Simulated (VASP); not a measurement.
OSZICAR of a VASP run on In (bct):

OSZICAR:
```
       N       E                     dE             d eps       ncg     rms          rms(c)
DAV:   1     0.740638420325E+02    0.74064E+02   -0.65791E+03  4932   0.164E+03
DAV:   2     0.311546456323E+01   -0.70948E+02   -0.69984E+02  4976   0.290E+02
DAV:   3     0.459667006045E+00   -0.26558E+01   -0.26484E+01  5618   0.644E+01
DAV:   4     0.399384018159E+00   -0.60283E-01   -0.60265E-01  6272   0.984E+00
DAV:   5     0.396973690603E+00   -0.24103E-02   -0.24102E-02  5896   0.159E+00    0.206E+00
DAV:   6     0.426090087546E+00    0.29116E-01   -0.57456E-02  5580   0.533E+00    0.101E+00
DAV:   7     0.431532397849E+00    0.54423E-02   -0.16133E-02  5766   0.260E+00    0.270E-01
DAV:   8     0.431972762224E+00    0.44036E-03   -0.78946E-04  5762   0.562E-01    0.267E-02
DAV:   9     0.431968744451E+00   -0.40178E-05   -0.12847E-05  6826   0.522E-02    0.141E-02
DAV:  10     0.431966973781E+00   -0.17707E-05   -0.21608E-06  5204   0.177E-02    0.843E-04
DAV:  11     0.431966993120E+00    0.19339E-07   -0.42534E-08  2808   0.350E-03
   1 F= 0.43196699E+00 E0= 0.43199253E+00  d E =0.431967E+00
       N       E                     dE             d eps       ncg     rms          rms(c)
DAV:   1     0.404566663009E+00   -0.27400E-01   -0.67701E-01  5458   0.187E+01    0.981E-01
DAV:   2     0.427880486363E+00    0.23314E-01   -0.54249E-02  5460   0.551E+00    0.345E-01
DAV:   3     0.431071595658E+00    0.31911E-02   -0.10477E-02  6632   0.234E+00    0.123E-01
DAV:   4     0.431236504137E+00    0.16491E-03   -0.37970E-04  5194   0.258E-01    0.378E-02
DAV:   5     0.431235545239E+00   -0.95890E-06   -0.32705E-05  6196   0.773E-02    0.202E-02
DAV:   6     0.431231933902E+00   -0.36113E-05   -0.38915E-06  5524   0.232E-02    0.109E-03
DAV:   7     0.431231862611E+00   -0.71291E-07   -0.12936E-07  2688   0.547E-03
   2 F= 0.43123186E+00 E0= 0.43122360E+00  d E =-.735131E-03
       N       E                     dE             d eps       ncg     rms          rms(c)
DAV:   1     0.430803284921E+00   -0.42865E-03   -0.10790E-02  5476   0.239E+00    0.121E-01
DAV:   2     0.431170303343E+00    0.36702E-03   -0.83631E-04  5466   0.682E-01    0.436E-02
DAV:   3     0.431221397485E+00    0.51094E-04   -0.17195E-04  6644   0.300E-01    0.143E-02
DAV:   4     0.431222876152E+00    0.14787E-05   -0.59023E-06  5216   0.330E-02    0.476E-03
DAV:   5     0.431222569850E+00   -0.30630E-06   -0.40965E-07  2658   0.102E-02
   3 F= 0.43122257E+00 E0= 0.43121087E+00  d E =-.744423E-03
       N       E                     dE             d eps       ncg     rms          rms(c)
DAV:   1     0.431181093121E+00   -0.41783E-04   -0.10953E-03  5472   0.766E-01    0.383E-02
DAV:   2     0.431218621578E+00    0.37528E-04   -0.84152E-05  5482   0.217E-01    0.138E-02
DAV:   3     0.431223655044E+00    0.50335E-05   -0.17474E-05  5384   0.957E-02    0.459E-03
DAV:   4     0.431223540046E+00   -0.11500E-06   -0.53262E-07  2952   0.105E-02
   4 F= 0.43122354E+00 E0= 0.43121079E+00  d E =-.743453E-03
       N       E                     dE             d eps       ncg     rms          rms(c)
DAV:   1     0.430273747570E+00   -0.94991E-03   -0.30597E-02  5618   0.195E+00    0.155E-01
DAV:   2     0.430785718467E+00    0.51197E-03   -0.69993E-04  7098   0.573E-01    0.101E-01
DAV:   3     0.431098184694E+00    0.31247E-03   -0.38012E-04  6172   0.605E-01    0.275E-02
DAV:   4     0.431094891313E+00   -0.32934E-05   -0.48056E-05  5358   0.863E-02    0.290E-02
DAV:   5     0.431095142715E+00    0.25140E-06   -0.25384E-06  4130   0.281E-02
   5 F= 0.43109514E+00 E0= 0.43108698E+00  d E =-.128397E-03
       N       E                     dE             d eps       ncg     rms          rms(c)
DAV:   1     0.430317853344E+00   -0.77704E-03   -0.27038E-02  5606   0.183E+00    0.146E-01
DAV:   2     0.430771631282E+00    0.45378E-03   -0.61872E-04  7114   0.538E-01    0.948E-02
DAV:   3     0.431047861021E+00    0.27623E-03   -0.33736E-04  6194   0.568E-01    0.257E-02
DAV:   4     0.431044967467E+00   -0.28936E-05   -0.42477E-05  5368   0.811E-02    0.272E-02
DAV:   5     0.431045209333E+00    0.24187E-06   -0.21629E-06  3814   0.263E-02
   6 F= 0.43104521E+00 E0= 0.43105172E+00  d E =-.178331E-03
       N       E                     dE             d eps       ncg     rms          rms(c)
DAV:   1     0.431025016023E+00   -0.19951E-04   -0.68512E-04  5608   0.290E-01    0.233E-02
DAV:   2     0.431036515456E+00    0.11499E-04   -0.15524E-05  7118   0.864E-02    0.150E-02
DAV:   3     0.431043487350E+00    0.69719E-05   -0.85734E-06  6182   0.910E-02    0.415E-03
DAV:   4     0.431043455625E+00   -0.31724E-07   -0.93472E-07  2580   0.131E-02
   7 F= 0.43104346E+00 E0= 0.43105251E+00  d E =-.180084E-03
       N       E                     dE             d eps       ncg     rms          rms(c)
DAV:   1     0.431034370747E+00   -0.91166E-05   -0.33535E-04  5600   0.203E-01    0.160E-02
DAV:   2     0.431039883386E+00    0.55126E-05   -0.72652E-06  6806   0.588E-02    0.101E-02
DAV:   3     0.431043248804E+00    0.33654E-05   -0.40188E-06  5732   0.628E-02    0.274E-03
DAV:   4     0.431043227619E+00   -0.21185E-07   -0.49996E-07  2510   0.914E-03
   8 F= 0.43104323E+00 E0= 0.43105405E+00  d E =-.180312E-03
       N       E                     dE             d eps       ncg     rms          rms(c)
DAV:   1     0.430284852607E+00   -0.75840E-03   -0.19111E-02  5472   0.325E+00    0.161E-01
DAV:   2     0.430939550253E+00    0.65470E-03   -0.14702E-03  5436   0.911E-01    0.572E-02
DAV:   3     0.431028519537E+00    0.88969E-04   -0.30822E-04  6582   0.402E-01    0.183E-02
DAV:   4     0.431033338906E+00    0.48194E-05   -0.72377E-06  5166   0.301E-02    0.796E-03
DAV:   5     0.431034643616E+00    0.13047E-05   -0.11979E-06  4958   0.918E-03    0.312E-03
DAV:   6     0.431034915109E+00    0.27149E-06   -0.20971E-07  2506   0.416E-03
   9 F= 0.43103492E+00 E0= 0.43104837E+00  d E =-.831251E-05
```

Task: Which electronic solver shows in the log?

Result: It is blocked Davidson (ALGO = Normal, or the opening steps of other solvers). The INCAR had ALGO = Normal.

Task: Can the final energy be trusted as converged?

Result: Self-consistency was reached. It stopped with EDIFF = 1E-6, NELM = 100, NSW = 60 and EDIFFG = -0.01 after 9 ionic steps (vdW-DF-cx, plane waves, VASP's PBE PAW potentials (set 64)).

The compound is In in the bct structure. This run relaxes it. Symmetry was kept, so distortions that lower it aren't found.
